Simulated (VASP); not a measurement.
Consider the following.

```xyz
2
Lattice="0.0000 2.4807 2.4807 2.4807 0.0000 2.4807 2.4807 2.4807 0.0000" Properties=species:S:1:pos:R:3 pbc="T T T"
Li     0.0000     0.0000     0.0000
Cl     2.4807     2.4807     2.4807
```

These are LDA (Ceperley-Alder, Perdew-Zunger), VASP's LDA PAW potentials (set 64) (plane waves; VASP) values and carry that method's errors. Settings: 520 eV cut-off, 9×9×9 Γ-centred mesh, Gaussian smearing of 0.010 eV, potentials Li_sv Cl.

Problem. Give the electronic dielectric tensor ε∞ (DFPT, local fields included).

Solution. 
```
3.19  0.00  0.00
0.00  3.19  0.00
0.00  0.00  3.19
```

Problem. Give the Born effective charges.

Solution. 
| atom | Z*xx | Z*yy | Z*zz | mean |
|---|---|---|---|---|
| Li1 | 1.17 | 1.17 | 1.17 | 1.17 |
| Cl2 | -1.17 | -1.17 | -1.17 | -1.17 |

The compound is LiCl in the rock salt structure. It was relaxed first, which changed the volume by -10 %.
